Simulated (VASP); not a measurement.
Here is the system:

```xyz
4
Lattice="3.2190 0.0000 0.0000 -1.6095 2.7877 0.0000 0.0000 0.0000 10.3572" Properties=species:S:1:pos:R:3 pbc="T T T"
Sc     0.0000     0.0000     0.0000
Sc     0.0000     0.0000     5.1786
Sc     0.0000     1.8585     2.5893
Sc     1.6095     0.9292     7.7679
```

These are PBE GGA, VASP's PBE PAW potentials (set 64) (plane waves; VASP) values and carry that method's errors. Run with 300 eV cut-off, 8×8×3 Γ-centred mesh, Fermi-Dirac smearing of 0.050 eV, potentials Sc_sv.

At this cut-off the stress carries a Pulay error, which pulls relaxed volumes low.

Question: Predict the energy per atom (σ→0), pressure, band gap (on the k-mesh) with the smallest direct gap where there is one.

Answer: 
- band gap (on the k-mesh) = none (metal, semimetal or under 0.01 eV)
- energy per atom (σ→0) = -6.210 eV/atom
- pressure = 2.86 GPa

Total energies compare only between runs with the same potentials, cut-off and functional.

The structure was generated: Sc was put into an ordered model structure, which need not be its known phase. The cell was not relaxed at this level.
